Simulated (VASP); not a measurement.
# CuPdSe2 (R-3m) in VASP: further runs, part 2 of 2

VASP 6.6.1.

**3. Single point, LDA+U, collinear spin, zero start**

The input, INCAR:

```
SYSTEM = CuPdSe2
ALGO = Fast
EDIFF = 1E-6
ENCUT = 520
ISIF = 2
ISMEAR = 0
ISPIN = 2
LASPH = .True.
LCHARG = .False.
LDAU = .True.
LDAUJ = 0 0 0
LDAUL = 2 2 -1
LDAUPRINT = 1
LDAUTYPE = 2
LDAUU = 7 7 0
LMAXMIX = 4
LORBIT = 11
LREAL = .False.
LWAVE = .False.
MAGMOM = 0 0 0 0
NBANDS = 28
NELM = 100
PREC = Accurate
SIGMA = 0.05
```

The input, KPOINTS:

```
k-points
0
Gamma
  6 6 6
  0 0 0
```

The input, POSCAR:

```
CuPdSe2
1.0
    1.9072644800      1.1011596600      6.9240978900
   -1.9072644800      1.1011596600      6.9240978900
    0.0000000000     -2.2023193300      6.9240978900
Cu Pd Se
1 1 2
Direct
    0.5000000000      0.5000000000      0.5000000000
    0.0000000000      0.0000000000      0.0000000000
    0.2667000000      0.2667000000      0.2667000000
    0.7333000000      0.7333000000      0.7333000000
```

Potentials or basis: VASP PAW LDA potentials, release 64 (Cu, Pd, Se).

Launch:

```sh
cat potpaw_LDA.64/Cu/POTCAR potpaw_LDA.64/Pd/POTCAR potpaw_LDA.64/Se/POTCAR > POTCAR
mpirun -np 1 vasp_std > vasp.out
```

OUTCAR:

```text
SYSTEM = CuPdSe2
   EDIFF = 1E-6
   ENCUT = 520
   ISIF = 2
   ISMEAR = 0
   ISPIN = 2
   LASPH = .True.
   LORBIT = 11
   LREAL = .False.
   NELM = 100
   PREC = Accurate

 ion  position               nearest neighbor table
   1  0.500  0.500  0.500-
   2  0.000  0.000  0.000-   4 2.60   4 2.60   3 2.60   3 2.60   4 2.60   3 2.60
   3  0.267  0.267  0.267-   2 2.60   2 2.60   2 2.60
   4  0.733  0.733  0.733-   2 2.60   2 2.60   2 2.60

  LATTYP: Found a trigonal (rhomboedric) cell.
 ALAT       =     7.2659026957
 COS(alpha) =     0.8621925542

  Lattice vectors:

 A1 = (   1.9072644800,   1.1011596600,   6.9240978900)
 A2 = (  -1.9072644800,   1.1011596600,   6.9240978900)
 A3 = (   0.0000000000,  -2.2023193300,   6.9240978900)

Analysis of symmetry for initial positions (statically):
=====================================================================
 Subroutine PRICEL returns:
 Original cell was already a primitive cell.

 Routine SETGRP: Setting up the symmetry group for a
 trigonal (rhombohedral) supercell.

 Subroutine GETGRP returns: Found 12 space group operations
 (whereof 12 operations were pure point group operations)
 out of a pool of 12 trial point group operations.

The static configuration has the point symmetry D_3d.

Analysis of symmetry for dynamics (positions and initial velocities):
=====================================================================
 Subroutine PRICEL returns:
 Original cell was already a primitive cell.

 Routine SETGRP: Setting up the symmetry group for a
 trigonal (rhombohedral) supercell.

 Subroutine GETGRP returns: Found 12 space group operations
 (whereof 12 operations were pure point group operations)
 out of a pool of 12 trial point group operations.

The dynamic configuration has the point symmetry D_3d.

Analysis of structural, dynamic, and magnetic symmetry:
[... 224 lines left out ...]
  o =  0.9912  v =  0.0000  0.5690 -0.0000  0.0000 -0.8223  0.0000  0.0000  0.0000  0.0000  0.0000      0.0000  0.0000  0.0000  0.0000  0.0000  0.0000  0.0000  0.0000  0.0000  0.0000

 number of electron      32.9999993 magnetization      -0.0000032

 Free energy of the ion-electron system (eV)
  ---------------------------------------------------
  ext. energy  EPLUGINS =         0.00000000
  ---------------------------------------------------
  free energy    TOTEN  =       -13.44420435 eV

  energy without entropy =      -13.44112996  energy(sigma->0) =      -13.44266716

 E-fermi :   3.5783     XC(G=0): -10.2678

 val. band max:        3.5560167418   @ k =   0.5000   0.5000   0.1667
 cond. band min:       3.5921985004   @ k =   0.5000   0.3333   0.3333
 fundamental gap:      0.0361817587
 Fermi energy:         3.5782616360

 spin component 1

 k-point     1 :       0.0000    0.0000    0.0000
  band No.  band energies     occupation
      1      -9.9656      1.00000
      2      -8.8868      1.00000
      3      -2.4710      1.00000
      4      -1.7887      1.00000
      5      -1.7887      1.00000
      6      -0.8610      1.00000
[... 1481 lines left out ...]
     27      14.8908      0.00000
     28      15.5606      0.00000

 [... further k-points ...]
[... 5 lines left out ...]
  --------------------------------------------------------------------------------------
  -------------------------------------------------------------------------------------
  Total       -7.7251030     -7.7251030     -8.8901850      0.0000000      0.0000000      0.0000000
  in kB     -141.8532187   -141.8532193   -163.2471916      0.0000000      0.0000001      0.0000000
  external PRESSURE =    -148.9845432 kB  Pullay stress =       0.0000000 kB

 VOLUME and BASIS-vectors are now :
 -----------------------------------------------------------------------------
  energy-cutoff  :      520.00
  volume of cell :       87.25
      direct lattice vectors                 reciprocal lattice vectors
     1.907264480  1.101159660  6.924097890     0.262155566  0.151355586  0.048141049
    -1.907264480  1.101159660  6.924097890    -0.262155566  0.151355586  0.048141049
     0.000000000 -2.202319330  6.924097890     0.000000000 -0.302711173  0.048141048

 POSITION                                       TOTAL-FORCE (eV/Angst)
 -----------------------------------------------------------------------------------
      0.00000     -0.00000     10.38615         0.000000      0.000000      0.000000
      0.00000      0.00000      0.00000        -0.000000      0.000000     -0.000000
      0.00000     -0.00000      5.53997        -0.000000     -0.000000      0.238859
      0.00000     -0.00000     15.23232        -0.000000      0.000000     -0.238859
 -----------------------------------------------------------------------------------
    total drift:                                0.000000     -0.000000      0.000000

  FREE ENERGIE OF THE ION-ELECTRON SYSTEM (eV)
  ---------------------------------------------------
  free  energy   TOTEN  =       -13.4442043547 eV

  energy  without entropy=      -13.4411299558  energy(sigma->0) =      -13.44266716

 total charge

# of ion       s       p       d       tot
------------------------------------------
    1        0.255   0.083   9.527   9.865
    2        0.384   0.440   9.198  10.023
    3        1.489   2.149   0.035   3.672
    4        1.489   2.149   0.035   3.672
--------------------------------------------------
tot          3.617   4.821  18.794  27.232

 magnetization (x)

# of ion       s       p       d       tot
------------------------------------------
    1       -0.000  -0.000   0.000   0.000
    2       -0.000   0.000  -0.000  -0.000
    3       -0.000  -0.000  -0.000  -0.000
    4       -0.000  -0.000  -0.000  -0.000
--------------------------------------------------
tot         -0.000  -0.000  -0.000  -0.000
```

OSZICAR:

```text
N       E                     dE             d eps       ncg     rms          rms(c)
DAV:   1     0.242604712555E+03    0.24260E+03   -0.13719E+04  3600   0.123E+03
DAV:   2     0.917647464547E+01   -0.23343E+03   -0.21421E+03  3692   0.289E+02
DAV:   3    -0.126863357596E+02   -0.21863E+02   -0.20892E+02  4484   0.948E+01
DAV:   4    -0.133458657790E+02   -0.65953E+00   -0.65641E+00  4224   0.151E+01
DAV:   5    -0.133666983122E+02   -0.20833E-01   -0.20829E-01  4888   0.290E+00    0.122E+01
RMM:   6    -0.133538604568E+02    0.12838E-01   -0.18247E-01  4402   0.377E+00    0.686E+00
RMM:   7    -0.134610265021E+02   -0.10717E+00   -0.61667E-01  4496   0.837E+00    0.172E+00
RMM:   8    -0.134333496781E+02    0.27677E-01   -0.20323E-01  4879   0.506E+00    0.716E-01
RMM:   9    -0.134401897702E+02   -0.68401E-02   -0.33021E-02  4484   0.122E+00    0.543E-01
RMM:  10    -0.134442972950E+02   -0.41075E-02   -0.15744E-02  4502   0.116E+00    0.226E-01
RMM:  11    -0.134439459365E+02    0.35136E-03   -0.38243E-03  4751   0.714E-01    0.121E-01
RMM:  12    -0.134441660360E+02   -0.22010E-03   -0.15165E-03  4802   0.258E-01    0.502E-02
RMM:  13    -0.134441914767E+02   -0.25441E-04   -0.32358E-04  4957   0.185E-01    0.264E-02
RMM:  14    -0.134441989114E+02   -0.74347E-05   -0.13778E-04  4927   0.837E-02    0.123E-02
RMM:  15    -0.134442020807E+02   -0.31693E-05   -0.23376E-05  4631   0.273E-02    0.104E-02
RMM:  16    -0.134442043152E+02   -0.22345E-05   -0.96790E-06  4023   0.318E-02    0.519E-03
RMM:  17    -0.134442043547E+02   -0.39498E-07   -0.15981E-06  2641   0.134E-02
   1 F= -.13444204E+02 E0= -.13442667E+02  d E =-.307440E-02  mag=    -0.0000
```

Wall time 7.9 min (1 thread of AMD EPYC 7R13 (Zen 3), shared host); peak memory 0.39 GiB.

Results:

```
Free energy                                           : -13.4442 eV
Pressure                                              : -14.9 GPa
Largest force                                         : 0.239 eV/Å
Band gap on the k mesh                                : none (metal or under the smearing width)
Net moment                                            : 0.00 μB per cell
Valence electrons inside the program's atomic spheres : Cu 9.87; Pd 10.02; Se 3.67
```

Forces in eV/Å, atoms in the order of the input:
```
Cu   0.000  0.000  0.000
Pd   0.000  0.000  0.000
Se   0.000  0.000  0.239
Se   0.000  0.000 -0.239
```

Eigenvalues of the final occupation matrices:
```csv
site,spin,trace,eigenvalues
site 1 d,1,4.77,0.95 0.95 0.96 0.96 0.96
site 1 d,2,4.77,0.95 0.95 0.96 0.96 0.96
site 2 d,1,4.63,0.83 0.83 0.99 0.99 0.99
site 2 d,2,4.63,0.83 0.83 0.99 0.99 0.99
```

**4. Single point, LDA+U, collinear spin, random start**

The input, INCAR:

```
SYSTEM = CuPdSe2
  PREC = Accurate
  ENCUT = 520
  EDIFF = 1E-6
  ISMEAR = 0
  SIGMA = 0.05
  LREAL = .FALSE.
  LASPH = .TRUE.
  NELM = 100
  ALGO = Normal
  ISIF = 2
  LWAVE = .FALSE.
  LCHARG = .FALSE.
  ISPIN = 2
  MAGMOM = -0.71 0 0 0
  LORBIT = 11
  LMAXMIX = 4
  LDAU = .TRUE.
  LDAUTYPE = 2
  LDAUL = 2 2 -1
  LDAUU = 7 7 0
  LDAUJ = 0 0 0
  LDAUPRINT = 1
  NBANDS = 28
```

The input, KPOINTS:

```
Automatic mesh
0
G
  6 6 6
  0 0 0
```

POSCAR is that of step 3.

Launch:

```sh
cat potpaw_LDA.64/Cu/POTCAR potpaw_LDA.64/Pd/POTCAR potpaw_LDA.64/Se/POTCAR > POTCAR
mpirun -np 1 vasp_std > vasp.out
```

It took 6.3 min on 1 thread of AMD EPYC 7R13 (Zen 3), shared host; peak memory 0.37 GiB.

It converged, with:

| Quantity | Value |
| --- | --- |
| Free energy | -13.4442 eV |
| Pressure | -14.9 GPa |
| Largest force | 0.239 eV/Å |
| Band gap on the k mesh | none (metal or under the smearing width) |
| Net moment | 0.00 μB per cell |
| Valence electrons inside the program's atomic spheres | Cu 9.87; Pd 10.02; Se 3.67 |

Forces on the atoms (eV/Å):
```
Cu   0.000  0.000  0.000
Pd   0.000  0.000  0.000
Se   0.000  0.000  0.239
Se   0.000  0.000 -0.239
```

Stress tensor (GPa, compression positive):
```
-14.16   0.00   0.00
  0.00 -14.16   0.00
  0.00   0.00 -16.30
```

Levels at points of the mesh, in eV from the Fermi level:
Spin up:
| k point | band 13 | band 14 | band 15 | band 16 | band 17 | band 18 | band 19 | band 20 |
| --- | --- | --- | --- | --- | --- | --- | --- | --- |
| (0.00, 0.00, 0.00) | -2.93 | -0.96 | -0.27 | -0.27 | 1.33 | 1.38 | 1.38 | 4.81 |
| (0.50, 0.00, 0.00) | -2.89 | -2.60 | -1.77 | -1.39 | -0.09 | 0.83 | 2.78 | 4.27 |
| (0.50, 0.50, 0.00) | -2.83 | -2.65 | -1.98 | -1.79 | 1.03 | 1.26 | 1.41 | 3.54 |
| (0.50, 0.50, 0.50) | -2.80 | -2.40 | -0.13 | -0.13 | 1.25 | 1.25 | 3.46 | 4.58 |
Spin down:
```
           k point  band 14  band 15  band 16  band 17  band 18  band 19
(0.00, 0.00, 0.00)    -0.96    -0.27    -0.27     1.33     1.38     1.38
(0.50, 0.00, 0.00)    -2.60    -1.77    -1.39    -0.09     0.83     2.78
(0.50, 0.50, 0.00)    -2.65    -1.98    -1.79     1.03     1.26     1.41
(0.50, 0.50, 0.50)    -2.40    -0.13    -0.13     1.25     1.25     3.46
```

Eigenvalues of the final occupation matrices:
```csv
site,spin,trace,eigenvalues
site 1 d,1,4.77,0.95 0.95 0.96 0.96 0.96
site 1 d,2,4.77,0.95 0.95 0.96 0.96 0.96
site 2 d,1,4.63,0.83 0.83 0.99 0.99 0.99
site 2 d,2,4.63,0.83 0.83 0.99 0.99 0.99
```

**5. Single point, LDA+U, collinear spin, ferromagnetic start**

The input, INCAR:

```
SYSTEM = CuPdSe2
PREC = Accurate ; ENCUT = 520
EDIFF = 1E-6 ; ISMEAR = 0
SIGMA = 0.05 ; LREAL = .FALSE.
LASPH = .TRUE. ; NELM = 80
ALGO = Normal ; ISIF = 2
LWAVE = .FALSE. ; LCHARG = .FALSE.
ISPIN = 2 ; MAGMOM = 0.6 0 0 0
LORBIT = 11 ; NUPDOWN = 0
LMAXMIX = 4 ; LDAU = .TRUE.
LDAUTYPE = 2 ; LDAUL = 2 2 -1
LDAUU = 7 7 0 ; LDAUJ = 0 0 0
LDAUPRINT = 1 ; NBANDS = 28
```

The input, KPOINTS:

```
regular mesh
0
G
  6 6 6
  0 0 0
```

POSCAR is that of step 4.

Launch:

```sh
cat potpaw_LDA.64/Cu/POTCAR potpaw_LDA.64/Pd/POTCAR potpaw_LDA.64/Se/POTCAR > POTCAR
mpirun -np 1 vasp_std > vasp.out
```

Run time: 6.5 min. Hardware: 1 thread of AMD EPYC 7R13 (Zen 3), shared host; peak memory 0.38 GiB.

Results (log left out):

```
Free energy                                           : -13.4442 eV
Pressure                                              : -14.9 GPa
Largest force                                         : 0.239 eV/Å
Net moment                                            : 0.00 μB per cell
Valence electrons inside the program's atomic spheres : Cu 9.87; Pd 10.02; Se 3.67
```

Forces in eV/Å, atoms in the order of the input:
```
Cu   0.000  0.000  0.000
Pd   0.000  0.000  0.000
Se   0.000  0.000  0.239
Se   0.000  0.000 -0.239
```

Stress tensor (GPa, compression positive):
```
-14.17   0.00   0.00
  0.00 -14.17   0.00
  0.00   0.00 -16.31
```

Eigenvalues of the final occupation matrices:
| site | spin | trace | eigenvalues |
| --- | --- | --- | --- |
| site 1 d | 1 | 4.77 | 0.95 0.95 0.96 0.96 0.96 |
| site 1 d | 2 | 4.77 | 0.95 0.95 0.96 0.96 0.96 |
| site 2 d | 1 | 4.63 | 0.83 0.83 0.99 0.99 0.99 |
| site 2 d | 2 | 4.63 | 0.83 0.83 0.99 0.99 0.99 |

Caveat: the total moment is fixed, so each spin has its own Fermi level. The state reached can hang on the start; a lower one may exist.

**6. Overview**

| spin | fixed moment (μB) | gap on the mesh (eV) | pressure (GPa) | moment (μB) | largest force (eV/Å) |
| --- | --- | --- | --- | --- | --- |
| collinear, ferromagnetic start | - | none | -14.9 | 0.00 | 0.24 |
| collinear, zero start | - | none | -14.9 | 0.00 | 0.24 |
| collinear, random start | - | none | -14.9 | 0.00 | 0.24 |
| collinear, ferromagnetic start | 0 | - | -14.9 | 0.00 | 0.24 |

Alike in all rows: task single point; level LDA+U; potentials or basis VASP PAW LDA potentials, release 64 (Cu, Pd, Se); Cu d U = 7 eV, Pd d U = 7 eV; cell as given; k mesh 6 × 6 × 6; cutoff (eV) 520; smearing gaussian 0.05 eV.

Every run on the cell as given and a fine mesh finds a metal.

Caveats: the total moment is fixed, so each spin has its own Fermi level (some runs).

Absolute energies hang on the potentials; compare differences alone.
